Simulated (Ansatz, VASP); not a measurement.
# SnO2 (Cassiterite): VASP beside Ansatz, part 2 of 2

Aim: how closely do two programs agree when they are given the same cell, functional and k mesh?

VASP 6.6.1 and Ansatz 0.2.0.

So far. Step 2 (VASP: single point, r2SCAN): The run ends at a pressure of -1.03 GPa, with forces up to 0.089 eV/Å.

## (3) Ansatz: single point, r2SCAN

Level of this step: Ansatz beside VASP: Kohn-Sham DFT, plane waves, r2SCAN (Ansatz).

Ansatz runs on its default PAW (the set named soft_2) files.

The same cell, functional, mesh and smearing now go to Ansatz, which takes its cutoff from its data sets.

The input, input.yaml:

```yaml
crystal:
  lattice:
    - [9.476, 0.0, 0.0]
    - [0.0, 9.476, 0.0]
    - [0.0, 0.0, 9.5595]
  atoms:
    - { symbol: O, position: [0.1529580758, 0.1529580758, 0.0] }
    - { symbol: Sn, position: [0.0, 0.0, 0.0] }
    - { symbol: Sn, position: [0.0, 0.0, 0.3333333333] }
    - { symbol: Sn, position: [0.0, 0.0, 0.6666666667] }
    - { symbol: Sn, position: [0.0, 0.5, 0.0] }
    - { symbol: Sn, position: [0.0, 0.5, 0.3333333333] }
    - { symbol: Sn, position: [0.0, 0.5, 0.6666666667] }
    - { symbol: Sn, position: [0.5, 0.0, 0.0] }
    - { symbol: Sn, position: [0.5, 0.0, 0.3333333333] }
    - { symbol: Sn, position: [0.5, 0.0, 0.6666666667] }
    - { symbol: Sn, position: [0.5, 0.5, 0.0] }
    - { symbol: Sn, position: [0.5, 0.5, 0.3333333333] }
    - { symbol: Sn, position: [0.5, 0.5, 0.6666666667] }
    - { symbol: Sn, position: [0.25, 0.25, 0.1666666667] }
    - { symbol: Sn, position: [0.25, 0.25, 0.5] }
    - { symbol: Sn, position: [0.25, 0.25, 0.8333333333] }
    - { symbol: Sn, position: [0.25, 0.75, 0.1666666667] }
    - { symbol: Sn, position: [0.25, 0.75, 0.5] }
    - { symbol: Sn, position: [0.25, 0.75, 0.8333333333] }
    - { symbol: Sn, position: [0.75, 0.25, 0.1666666667] }
    - { symbol: Sn, position: [0.75, 0.25, 0.5] }
    - { symbol: Sn, position: [0.75, 0.25, 0.8333333333] }
    - { symbol: Sn, position: [0.75, 0.75, 0.1666666667] }
    - { symbol: Sn, position: [0.75, 0.75, 0.5] }
    - { symbol: Sn, position: [0.75, 0.75, 0.8333333333] }
    - { symbol: O, position: [0.1529580758, 0.1529580758, 0.3333333333] }
    - { symbol: O, position: [0.1529580758, 0.1529580758, 0.6666666667] }
    - { symbol: O, position: [0.1529580758, 0.6529580758, 0.0] }
    - { symbol: O, position: [0.1529580758, 0.6529580758, 0.3333333333] }
    - { symbol: O, position: [0.1529580758, 0.6529580758, 0.6666666667] }
    - { symbol: O, position: [0.6529580758, 0.1529580758, 0.0] }
    - { symbol: O, position: [0.6529580758, 0.1529580758, 0.3333333333] }
    - { symbol: O, position: [0.6529580758, 0.1529580758, 0.6666666667] }
    - { symbol: O, position: [0.6529580758, 0.6529580758, 0.0] }
    - { symbol: O, position: [0.6529580758, 0.6529580758, 0.3333333333] }
    - { symbol: O, position: [0.6529580758, 0.6529580758, 0.6666666667] }
    - { symbol: O, position: [0.0970419242, 0.4029580758, 0.1666666667] }
    - { symbol: O, position: [0.0970419242, 0.4029580758, 0.5] }
    - { symbol: O, position: [0.0970419242, 0.4029580758, 0.8333333333] }
    - { symbol: O, position: [0.0970419242, 0.9029580758, 0.1666666667] }
    - { symbol: O, position: [0.0970419242, 0.9029580758, 0.5] }
    - { symbol: O, position: [0.0970419242, 0.9029580758, 0.8333333333] }
    - { symbol: O, position: [0.5970419242, 0.4029580758, 0.1666666667] }
    - { symbol: O, position: [0.5970419242, 0.4029580758, 0.5] }
    - { symbol: O, position: [0.5970419242, 0.4029580758, 0.8333333333] }
    - { symbol: O, position: [0.5970419242, 0.9029580758, 0.1666666667] }
    - { symbol: O, position: [0.5970419242, 0.9029580758, 0.5] }
    - { symbol: O, position: [0.5970419242, 0.9029580758, 0.8333333333] }
    - { symbol: O, position: [0.3470419242, 0.3470419242, 0.0] }
    - { symbol: O, position: [0.3470419242, 0.3470419242, 0.3333333333] }
    - { symbol: O, position: [0.3470419242, 0.3470419242, 0.6666666667] }
    - { symbol: O, position: [0.3470419242, 0.8470419242, 0.0] }
    - { symbol: O, position: [0.3470419242, 0.8470419242, 0.3333333333] }
    - { symbol: O, position: [0.3470419242, 0.8470419242, 0.6666666667] }
    - { symbol: O, position: [0.8470419242, 0.3470419242, 0.0] }
    - { symbol: O, position: [0.8470419242, 0.3470419242, 0.3333333333] }
    - { symbol: O, position: [0.8470419242, 0.3470419242, 0.6666666667] }
    - { symbol: O, position: [0.8470419242, 0.8470419242, 0.0] }
    - { symbol: O, position: [0.8470419242, 0.8470419242, 0.3333333333] }
    - { symbol: O, position: [0.8470419242, 0.8470419242, 0.6666666667] }
    - { symbol: O, position: [0.4029580758, 0.0970419242, 0.1666666667] }
    - { symbol: O, position: [0.4029580758, 0.0970419242, 0.5] }
    - { symbol: O, position: [0.4029580758, 0.0970419242, 0.8333333333] }
    - { symbol: O, position: [0.4029580758, 0.5970419242, 0.1666666667] }
    - { symbol: O, position: [0.4029580758, 0.5970419242, 0.5] }
    - { symbol: O, position: [0.4029580758, 0.5970419242, 0.8333333333] }
    - { symbol: O, position: [0.9029580758, 0.0970419242, 0.1666666667] }
    - { symbol: O, position: [0.9029580758, 0.0970419242, 0.5] }
    - { symbol: O, position: [0.9029580758, 0.0970419242, 0.8333333333] }
    - { symbol: O, position: [0.9029580758, 0.5970419242, 0.1666666667] }
    - { symbol: O, position: [0.9029580758, 0.5970419242, 0.5] }
    - { symbol: O, position: [0.9029580758, 0.5970419242, 0.8333333333] }
hamiltonian:
  xc: r2scan
  pseudopotentials: { kind: paw }
kpoints:
  mp_grid: { grid: [2, 2, 2] }
scf:
  occupations: { method: gaussian, width: 0.05 }
  n_extra_bands: 22
output:
  forces: true
  stress: true
  eigenvalues: true
```

On the command line:

```bash
ansatz run input.yaml --threads 16 --pin off --max-ram 36864MiB --backend cpu --events-out ev --progress --plain --runs-dir out
```

Numbers of over 12 decimals in the logs are rounded to 6 here.

Output:

```text
scf.n_extra_bands = 22 over 312 filled bands (N_el = 624.0): the run solves 334 bands
Engine: ansatz 0.2.0, aarch64-unknown-linux-gnu
Pseudopotentials: kind: paw
Pseudopotential: O, paw, valence charge 6, recommended cutoff 500 eV (meta_gga), O.paw.azcp
Pseudopotential: Sn, paw, valence charge 14, recommended cutoff 500 eV (meta_gga), Sn.paw.azcp
Functional definition: r2SCAN
  parameter k0 = 0.174
  parameter k1 = 0.065
  parameter a1 = 4.9479
  exchange = r2scan_x(k0 = k0, k1 = k1, a1 = a1)
  correlation = r2scan_c
Crystal: 72 atoms, lattice volume = 858.391 Å³
Basis set: ecut = 500 eV, 21831 PW (Γ), exchange–correlation on 288×288×288 points (64 copies of the dense FFT grid, shifted against one another)
Bands: 334, of which v1, the nominal top of the filled ones, is band 312 counted from 1 (311 counted from 0)
Symmetry: 192 space group operations
Space group: P42/mnm (ITA 136), of the structure as read, at distance tolerance 9.5e-5 Å
k-points: 6 of 8
Non-local potential: O, projectors of the file, l = 0: 2, l = 1: 2, l = 2: 1
Non-local potential: Sn, projectors of the file, l = 0: 2, l = 1: 2, l = 2: 2, l = 3: 2
PAW form: soft (Blöchl's): semilocal exchange-correlation on the pseudo side does not see the compensation charge
PAW frozen core: O, regenerated for the run's functional (the file was generated under x = pbe(κ = 0.804, μ = 0.219515), c = pbe(β = 0.066725))
PAW frozen core: Sn, regenerated for the run's functional (the file was generated under x = pbe(κ = 0.804, μ = 0.219515), c = pbe(β = 0.066725))
PAW one-centre angular grid: O, 302 points (default); XC on 160 Gauss nodes
PAW one-centre angular grid: Sn, 590 points (default); XC on 249 of its mesh's 2787 points in the sphere
Initial density: superposition of atomic densities (neutral atoms: chi_scale 0, normalization atom), corrected by the library's trained network
Initial wavefunctions: pseudopotential atomic-orbital guess
Functional: x = r2scan, c = r2scan; τ floored in thin density (d = 2e-4 eV/Å³)
SCF iter   1: F=—  HF=-172227.718368 eV  |F-HF|=—  |Δ(HF+E_count)|=         —  Δρ=1.02e-2  dr2=6.28e-1  dr2_τ=3.34e0  ethr=1.77e-3  ⟨swp⟩=5.0  Hψ=8115  notcnv=0  defer=13
preconditioner: auto → Resta (q_TF=auto, 2.587 Å⁻¹)  ε∞=4.1  [insulator: Δε(μ)=1.978 eV  Ē_g=17.983 eV  σ=0.050 eV  W_gap=1.00  n_scr=250 (ndim 8)  ℏωp=31.7 eV  f_vac=0.025  D(μ)=0.00/eV (n_scr^D=0)  ε∞_Penn≈4.1]
SCF iter   2: F=—  HF=-172229.029720 eV  |F-HF|=—  |Δ(HF+E_count)|=    1.31e0  Δρ=6.25e-3  dr2=2.02e-1  dr2_τ=9.75e-3  ethr=1.01e-4  ⟨swp⟩=2.0  Hψ=3678  notcnv=0  defer=101
SCF iter   3: F=—  HF=-172229.012856 eV  |F-HF|=—  |Δ(HF+E_count)|=   1.69e-2  Δρ=7.45e-4  dr2=2.73e-3  dr2_τ=5.33e-4  ethr=3.23e-5  ⟨swp⟩=2.0  Hψ=2798  notcnv=0  defer=101
SCF iter   4: F=—  HF=-172229.014585 eV  |F-HF|=—  |Δ(HF+E_count)|=   1.73e-3  Δρ=2.73e-4  dr2=7.78e-4  dr2_τ=4.54e-5  ethr=4.38e-7  ⟨swp⟩=2.0  Hψ=3775  notcnv=0  defer=101
SCF iter   5: F=—  HF=-172229.014498 eV  |F-HF|=—  |Δ(HF+E_count)|=   8.73e-5  Δρ=9.86e-5  dr2=8.27e-5  dr2_τ=6.18e-6  ethr=1.25e-7  ⟨swp⟩=2.0  Hψ=3030  notcnv=0  defer=101
SCF iter   6: F=—  HF=-172229.015128 eV  |F-HF|=—  |Δ(HF+E_count)|=   6.30e-4  Δρ=1.88e-5  dr2=4.48e-6  dr2_τ=2.08e-7  ethr=1.33e-8  ⟨swp⟩=2.0  Hψ=2813  notcnv=0  defer=101
SCF iter   7: F=—  HF=-172229.015128 eV  |F-HF|=—  |Δ(HF+E_count)|=   1.18e-7  Δρ=3.45e-6  dr2=1.28e-7  dr2_τ=6.12e-9  ethr=7.18e-10  ⟨swp⟩=2.0  Hψ=3370  notcnv=0  defer=101
SCF iter   8: F=-172229.015128 eV  HF=-172229.015128 eV  |F-HF|=2.33e-10  |Δ(HF+E_count)|=   3.16e-8  Δρ=5.40e-7  dr2=2.70e-9  dr2_τ=9.15e-11  ethr=1.60e-11  ⟨swp⟩=10.0  Hψ=8466  notcnv=0
SCF 1 converged in 8 iterations: F = -172229.015128 eV  dr2 = 2.70e-9
  greatest PAW one-centre occupation: 0.996 electrons in one spin orbital (limit 2), on the Sn atom at site 24 (counted from 0), in its partial waves of l = 2
SCF converged after 8 iterations
Free energy (F): -172229.015128 eV
Harris-Foulkes:  -172229.015128 eV  (|F-HF|=2.33e-10)
Internal energy: -172229.015128 eV  (E = F + TS)
E sigma→0 (E₀):  -172229.015128 eV
Fermi energy:    10.051261 eV
--- Per-component energies (eV) ---
  E_band       = -1853.567308
  E_kinetic    = 13052.758865
  E_local      = -34311.436604  (includes V_loc(G=0)·N_el)
  E_nonlocal   = 1581.903031
  E_hartree    = 17925.126433
  E_xc         = -12435.837475
  E_vxc        = -7480.143018  (∫ρ·V_xc dr)
  E_paw        = -107842.001295  (= ΣΔE_a)
  E_vpaw       = -11018.350031  (= ΣTr[D̂ρ^β])
  E_aug_tail   = 0.047956  (compensation charges beyond the density's cutoff)
  E_vtau       = 471.395710  (kinetic-family band-sum trace: ∫τ·v_τ [+ j·A + Jᵃ·Aᵃ] dr)
  E_ewald      = -50215.690550
  E_core_change = 16.114512  (= ΣΔE_core)
  E_smearing   = -0.000000  (= −TS)
  E_closure    = 0.000000  (closes the sum)
  Σ components = -172229.015128   (vs F -172229.015128, Δ=0.00e0)
--- Forces (eV/Å), atoms counted from 1 ---
  atom   1  O     -0.03516406    -0.03516406     0.00000000
  atom   2  Sn     0.00000000    -0.00000000    -0.00000000
  atom   3  Sn     0.00000000    -0.00000000    -0.00000000
  atom   4  Sn     0.00000000    -0.00000000    -0.00000000
  atom   5  Sn     0.00000000    -0.00000000    -0.00000000
  atom   6  Sn     0.00000000    -0.00000000    -0.00000000
  atom   7  Sn     0.00000000    -0.00000000    -0.00000000
  atom   8  Sn     0.00000000     0.00000000    -0.00000000
  atom   9  Sn    -0.00000000     0.00000000    -0.00000000
  atom  10  Sn     0.00000000     0.00000000    -0.00000000
  atom  11  Sn     0.00000000     0.00000000    -0.00000000
  atom  12  Sn     0.00000000     0.00000000    -0.00000000
  atom  13  Sn     0.00000000     0.00000000    -0.00000000
  atom  14  Sn     0.00000000     0.00000000     0.00000000
  atom  15  Sn     0.00000000    -0.00000000    -0.00000000
  atom  16  Sn     0.00000000     0.00000000     0.00000000
  atom  17  Sn     0.00000000     0.00000000    -0.00000000
  atom  18  Sn     0.00000000     0.00000000     0.00000000
  atom  19  Sn     0.00000000     0.00000000     0.00000000
  atom  20  Sn     0.00000000    -0.00000000    -0.00000000
  atom  21  Sn     0.00000000    -0.00000000    -0.00000000
  atom  22  Sn     0.00000000    -0.00000000     0.00000000
  atom  23  Sn     0.00000000    -0.00000000    -0.00000000
  atom  24  Sn     0.00000000    -0.00000000    -0.00000000
[...]
atom  65  O     -0.03516406     0.03516406     0.00000000
  atom  66  O     -0.03516406     0.03516406     0.00000000
  atom  67  O     -0.03516406     0.03516406    -0.00000000
  atom  68  O     -0.03516406     0.03516406     0.00000000
  atom  69  O     -0.03516406     0.03516406     0.00000000
  atom  70  O     -0.03516406     0.03516406     0.00000000
  atom  71  O     -0.03516406     0.03516406     0.00000000
  atom  72  O     -0.03516406     0.03516406    -0.00000000
  max |Σ_I F_I| component: 4.93e-16 eV/Å
--- Stress (GPa, compression-positive) ---
        2.778089       0.000000      -0.000000
        0.000000       2.778089      -0.000000
       -0.000000      -0.000000       3.583661
  P = ⅓ Tr σ = 3.0466 GPa (30.466 kbar)
--- Band table (eV; the first three rows and the last of 6) ---
  k-point 0: bands = [... 308 lower, 8.4592, 8.4592, 8.4592, 9.0848, 11.0178, 14.2292, 14.2292, 14.2292, ... 18 higher]
  k-point 1: bands = [... 308 lower, 8.4226, 8.4226, 8.8482, 8.8482, 12.4788, 12.4788, 14.7473, 14.7473, ... 18 higher]
  k-point 2: bands = [... 308 lower, 8.3481, 8.3481, 8.8014, 8.8014, 12.2782, 12.2782, 14.4517, 14.4517, ... 18 higher]
  k-point 5: bands = [... 308 lower, 8.6695, 8.6695, 8.6695, 8.6695, 13.7760, 13.7760, 13.7760, 13.7760, ... 18 higher]
```

Run time: 22 s. Hardware: 16 threads of Arm Neoverse V2, shared host; peak memory 11 GiB; 5.5 min of CPU time.

In the SCF lines HF is the Harris–Foulkes energy and dr2 the Hartree energy of the density residual, in eV; the loop may stop once dr2 is under the threshold and the program's other checks hold. Hψ counts applications of the Hamiltonian.

The run ends at a pressure of 3.05 GPa, with forces up to 0.050 eV/Å.

## (4) Comparison

Known differences besides the PAW data sets themselves: VASP keeps PBE cores, Ansatz makes them for the functional; the cutoff is 500 eV in Ansatz and 400 eV in VASP (PREC = Accurate, projectors in real space). Total energies have different zeros and are not compared.

Compared:

```csv
quantity,Ansatz,VASP,difference
pressure (GPa),3.05,-1.03,+4.08
gap on the k mesh (eV),1.933,1.957,-0.024
```

Forces on 10 of the 72 atoms, picked by the larger force of the two programs (eV/Å; atoms numbered as in POSCAR):

```csv
atom,"Ansatz x, y, z","VASP x, y, z"
O26,"-0.035, -0.035, 0.000","-0.063, -0.063, 0.000"
O27,"-0.035, -0.035, 0.000","-0.063, -0.063, 0.000"
O46,"0.035, -0.035, 0.000","0.063, -0.063, 0.000"
O48,"0.035, -0.035, 0.000","0.063, -0.063, 0.000"
O53,"0.035, 0.035, 0.000","0.063, 0.063, 0.000"
O57,"0.035, 0.035, 0.000","0.063, 0.063, 0.000"
O59,"0.035, 0.035, 0.000","0.063, 0.063, 0.000"
O60,"0.035, 0.035, 0.000","0.063, 0.063, 0.000"
O70,"-0.035, 0.035, 0.000","-0.063, 0.063, 0.000"
O72,"-0.035, 0.035, 0.000","-0.063, 0.063, 0.000"
```

The forces differ by 18 meV/Å r.m.s., which is 44.0 % of the r.m.s. force of 0.04 eV/Å (both taken over all components). Ansatz's pressure holds a Pulay correction of 0.08 GPa; VASP's holds none.

## (5) Further runs

The difference is large enough to ask for its cause, so further runs change the set-up of one program at a time, as the table lists.

```csv
run,r.m.s. force difference (meV/Å)
as above,18
"cores kept as stored, as VASP does",18
Ansatz's larger PAW set (cutoff 900 eV),18
```

## (6) What came out

| Property | Result |
| --- | --- |
| r.m.s. force difference (single point, r2SCAN) | 18 meV/Å |
| difference in pressure (single point, r2SCAN) | 4.1 GPa |

The difference in pressure is 4.1 GPa (single point, r2SCAN), beyond the 1 GPa picked in this series as the mark of a large difference. Also far apart in the single point, r2SCAN pair: the difference in pressure, 4.1 GPa. For single point, r2SCAN: no further run halves the r.m.s. force difference; only Ansatz's side was varied. 1 further run on this material is not shown. How closely two codes agree says nothing of how well the functional describes the real material.

[Lines on the potential files, build, host, timing and source positions are cut from VASP's logs without a mark.]

[Logs are printed without paths, hosts, clocks, repeated set-up lines and the standing remarks that a program may print on its own settings, such as how far it seeks lower states.]

[Hosts, paths, dates, database ids (printed as entryN), source tags and the programs' standing remarks are cut or masked in the printed files.]
